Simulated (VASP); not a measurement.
Computed with PBE GGA, VASP's PBE PAW potentials (set 64) (plane waves; VASP 6.6.1).

Input for VASP

File KPOINTS:
```
Automatic mesh
0
G
  6 6 6
```

**INCAR**
```
SYSTEM = PbSe
PREC = Accurate
ENCUT = 300
EDIFF = 1E-6
NELM = 100
ALGO = Normal
LREAL = .FALSE.
LASPH = .TRUE.
ISMEAR = 0
SIGMA = 0.01
GGA = PE
LMAXMIX = 4
LWAVE = .FALSE.
LCHARG = .FALSE.
ISIF = 2
```

File POSCAR:
```
PbSe
1
    0.0000000000     3.0626980000     3.0626980000
    3.0626980000     0.0000000000     3.0626980000
    3.0626980000     3.0626980000     0.0000000000
Pb Se
1 1
Direct
  0.0000000000   0.0000000000   0.0000000000
  0.5000000000   0.5000000000   0.5000000000
```

POTCAR, in this order: Pb_d Se (PBE.64 set). Program: vasp_std.

What VASP printed:

File OUTCAR:
```
 ion  position               nearest neighbor table
   1  0.000  0.000  0.000-   2 3.06   2 3.06   2 3.06   2 3.06   2 3.06   2 3.06
   2  0.500  0.500  0.500-   1 3.06   1 3.06   1 3.06   1 3.06   1 3.06   1 3.06
  LATTYP: Found a face centered cubic cell.
 ALAT       =     6.1253960000
 Subroutine PRICEL returns:
 Original cell was already a primitive cell.
 Subroutine GETGRP returns: Found 48 space group operations
The static configuration has the point symmetry O_h .
The dynamic configuration has the point symmetry O_h .
 Subroutine INISYM returns: Found 48 space group operations
 Subroutine IBZKPT returns following result:
 Found     16 irreducible k-points:

 Following reciprocal coordinates:
            Coordinates               Weight
  0.000000  0.000000  0.000000      1.000000
  0.166667  0.000000  0.000000      8.000000
  0.333333  0.000000  0.000000      8.000000
  0.500000  0.000000  0.000000      4.000000
  0.166667  0.166667  0.000000      6.000000
  0.333333  0.166667  0.000000     24.000000
  0.500000  0.166667  0.000000     24.000000
 -0.333333  0.166667  0.000000     24.000000
 -0.166667  0.166667  0.000000     12.000000
...
```

OSZICAR:
```
       N       E                     dE             d eps       ncg     rms          rms(c)
DAV:   1     0.130344626807E+03    0.13034E+03   -0.74247E+03   456   0.947E+02
DAV:   2     0.619241578936E+00   -0.12973E+03   -0.12723E+03   508   0.297E+02
DAV:   3    -0.829846825202E+01   -0.89177E+01   -0.88860E+01   556   0.846E+01
DAV:   4    -0.846401179179E+01   -0.16554E+00   -0.16549E+00   502   0.138E+01
DAV:   5    -0.846932583385E+01   -0.53140E-02   -0.53140E-02   562   0.230E+00    0.279E+00
DAV:   6    -0.818296099790E+01    0.28636E+00   -0.76073E-01   642   0.660E+00    0.160E+00
DAV:   7    -0.817771611505E+01    0.52449E-02   -0.12394E-01   500   0.192E+00    0.870E-01
DAV:   8    -0.818094748172E+01   -0.32314E-02   -0.13133E-02   490   0.149E+00    0.148E-01
DAV:   9    -0.818059057521E+01    0.35691E-03   -0.24077E-03   688   0.568E-01    0.519E-02
DAV:  10    -0.818066333935E+01   -0.72764E-04   -0.20097E-04   478   0.104E-01    0.193E-02
DAV:  11    -0.818066979303E+01   -0.64537E-05   -0.77167E-05   556   0.101E-01    0.741E-03
DAV:  12    -0.818066980754E+01   -0.14514E-07   -0.44264E-06   514   0.157E-02
   1 F= -.81806698E+01 E0= -.81806698E+01  d E =-.895040E-64
```

### OUTCAR
```
------------------------ aborting loop because EDIFF is reached ----------------------------------------
  FORCE on cell =-STRESS in cart. coord.  units (eV):
  Direction    XX          YY          ZZ          XY          YZ          ZX
  --------------------------------------------------------------------------------------
  Total        0.6869718      0.6869718      0.6869718     -0.0000000      0.0000000     -0.0000000
  in kB       19.1560938     19.1560938     19.1560938     -0.0000000      0.0000000     -0.0000000
  external PRESSURE =      19.1560938 kB  Pullay stress =       0.0000000 kB
  volume of cell :       57.46
      direct lattice vectors                 reciprocal lattice vectors
     0.000000000  3.062698000  3.062698000    -0.163254751  0.163254751  0.163254751
     3.062698000  0.000000000  3.062698000     0.163254751 -0.163254751  0.163254751
     3.062698000  3.062698000  0.000000000     0.163254751  0.163254751 -0.163254751
  FREE ENERGIE OF THE ION-ELECTRON SYSTEM (eV)
  ---------------------------------------------------
  free  energy   TOTEN  =        -8.1806698075 eV

  energy  without entropy=       -8.1806698075  energy(sigma->0) =       -8.18066981
```
(Selected blocks of OUTCAR.)

OUTCAR:
```
 val. band max:        5.0397807791   @ k =   0.5000   0.0000   0.0000

 cond. band min:       5.3395461045   @ k =   0.5000   0.0000   0.0000


 Fermi energy:         5.1573859718

 k-point     1 :       0.0000    0.0000    0.0000
  band No.  band energies     occupation
      1     -11.7720      2.00000
      2     -11.7720      2.00000
      3     -11.7720      2.00000
      4     -11.7686      2.00000
      5     -11.7686      2.00000
      6      -8.5360      2.00000
      7      -1.2677      2.00000
      8       3.1723      2.00000
      9       3.1723      2.00000
     10       3.1723      2.00000
     11       9.7493      0.00000
     12       9.7493      0.00000
     13       9.7493      0.00000
     14      11.5661      0.00000

 k-point     2 :       0.1667    0.0000    0.0000
  band No.  band energies     occupation
      1     -11.7758      2.00000
      2     -11.7758      2.00000
      3     -11.7716      2.00000
      4     -11.7637      2.00000
      5     -11.7637      2.00000
      6      -8.3296      2.00000
      7      -1.9206      2.00000
      8       3.2450      2.00000
      9       3.2450      2.00000
     10       3.6199      2.00000
     11       8.1730      0.00000
     12       8.7022      0.00000
     13       8.7022      0.00000
     14      11.3691      0.00000

 k-point     3 :       0.3333    0.0000    0.0000
  band No.  band energies     occupation
      1     -11.7874      2.00000
      2     -11.7874      2.00000
      3     -11.7702      2.00000
      4     -11.7474      2.00000
      5     -11.7474      2.00000
      6      -7.8178      2.00000
      7      -3.1217      2.00000
      8       3.4413      2.00000
      9       3.4413      2.00000
     10       4.3717      2.00000
     11       6.3869      0.00000
     12       7.3262      0.00000
     13       7.3262      0.00000
     14      12.1350      0.00000

 k-point     4 :       0.5000    0.0000    0.0000
  band No.  band energies     occupation
...
```

At this cut-off the stress carries a Pulay error, which pulls relaxed volumes low. Unless said otherwise, spin-orbit coupling is left out, though it shifts the bands of the heavy elements here.

The structure comes from a computed database's PbSe entry; how it stands against other phases isn't given here. The cell was not relaxed at this level.
